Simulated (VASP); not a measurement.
# CdAg in VASP: a run that goes wrong, beside a sound one

Two runs on CdAg: the first has a flaw, the second is sound.

Program: VASP 6.6.1. These are calculated values, not measurements. Logs are shortened: lines on timing, memory, paths and dates and some standing lists are left out, and cuts for length are marked.

### 1 The sheet as given

The cell holds a sheet with vacuum, 2 atoms: a = 4.757 Å, b = 4.757 Å, c = 23.800 Å, α = 90.00°, β = 90.00°, γ = 120.00°.

The cell was built by a generator and needn't be a form met in nature.

### 2 A run with an altered input

INCAR reads:

```
SYSTEM = CdAg
PREC = Accurate ; ENCUT = 520
EDIFF = 1E-7 ; ISMEAR = -5
SIGMA = 0.05 ; LREAL = .False.
LASPH = .True. ; NELM = 90
ALGO = Normal ; ISIF = 2
LWAVE = .False. ; LCHARG = .False.
LDIPOL = .True. ; IDIPOL = 3
DIPOL = 0.5 0.5 0.294 ; GGA = PE
EFIELD = -0.3 ; LVHAR = .True.
LVACPOTAV = .True.
```

KPOINTS reads:

```
Automatic mesh
0
Gamma
  2 1 1
  0 0 0
```

POSCAR reads:

```
CdAg
1.0
    4.7568800000      0.0000000000      0.0000000000
   -2.3784400000      4.1195800000      0.0000000000
    0.0000000000      0.0000000000     23.8000000000
Cd Ag
1 1
Direct
    0.3333300000      0.6666700000      0.2941200000
    0.0000000000      0.0000000000      0.2941200000
```

Potentials or basis: VASP PAW PBE potentials, release 64 (Cd, Ag).

Run with:

```bash
$ cat potpaw_PBE.64/Cd/POTCAR potpaw_PBE.64/Ag/POTCAR > POTCAR
$ mpirun -np 1 vasp_std > vasp.out
```

OUTCAR:

```text
SYSTEM = CdAg
   PREC = Accurate
   ENCUT = 520
   EDIFF = 1E-7
   ISMEAR = -5
   LREAL = .False.
   LASPH = .True.
   NELM = 90
   ISIF = 2
   GGA = PE
[... 117 lines left out ...]
|     EEEEEEE  RRRRRR   RRRRRR   OOOOOOO  RRRRRR      ###     ###     ###     |
|     E        R     R  R     R  O     O  R     R     ###     ###     ###     |
|     E        R     R  R     R  O     O  R     R     ###     ###     ###     |
|     EEEEE    RRRRRR   RRRRRR   O     O  RRRRRR       #       #       #      |
|     E        R   R    R   R    O     O  R   R                               |
|     E        R    R   R    R   O     O  R    R      ###     ###     ###     |
|     EEEEEEE  R     R  R     R  OOOOOOO  R     R     ###     ###     ###     |
|                                                                             |
|     IBZKPT: tetrahedron method fails for NKPT<4. NKPT = 2                   |
|                                                                             |
|       ---->  I REFUSE TO CONTINUE WITH THIS SICK JOB ... BYE!!! <----       |
|                                                                             |
 -----------------------------------------------------------------------------
```

On the terminal:

```text
POSCAR found type information on POSCAR CdAg
 POSCAR found :  2 types and       2 ions
[... 36 lines left out ...]

1
```

Wall time 1.7 s (1 thread of Intel Xeon Platinum 8488C (Sapphire Rapids), shared host).

The input was rejected before any iteration. What is wrong with the input: tetrahedra on too few k points (ISMEAR = -5; k = 2 × 1 × 1).

### 3 Work function, PBE

INCAR reads:

```
SYSTEM = CdAg
ALGO = Normal
DIPOL = 0.5 0.5 0.294
EDIFF = 1E-7
EFIELD = -0.3
ENCUT = 520
GGA = PE
IDIPOL = 3
ISIF = 2
ISMEAR = -1
LASPH = .TRUE.
LCHARG = .FALSE.
LDIPOL = .TRUE.
LREAL = .FALSE.
LVACPOTAV = .TRUE.
LVHAR = .TRUE.
LWAVE = .FALSE.
NELM = 80
PREC = Accurate
SIGMA = 0.05
```

KPOINTS reads:

```
k-points
0
G
  7 7 1
  0 0 0
```

POSCAR is that of step 2.

Potentials or basis: VASP PAW PBE potentials, release 64 (Cd, Ag).

Run with:

```bash
$ cat potpaw_PBE.64/Cd/POTCAR potpaw_PBE.64/Ag/POTCAR > POTCAR
$ mpirun -np 1 vasp_std > vasp.out
```

It took 1.7 min on 1 thread of Intel Xeon Platinum 8488C (Sapphire Rapids), shared host; peak memory 0.59 GiB.

The run converged. Its results:

```yaml
Free_energy: -2.1974 eV
Largest_force: 0.012 eV/Å
Band_gap_on_the_k_mesh: none (metal or under the smearing width)
```

Forces on the atoms (eV/Å):
```
Cd   0.000  0.000  0.012
Ag   0.000  0.000 -0.012
```

Levels at points of the mesh, in eV from the Fermi level:
```
           k point  band 8  band 9  band 10  band 11  band 12  band 13  band 14  band 15
(0.00, 0.00, 0.00)   -4.19   -3.79    -3.79    -3.37     0.83     2.17     3.15     4.20
```
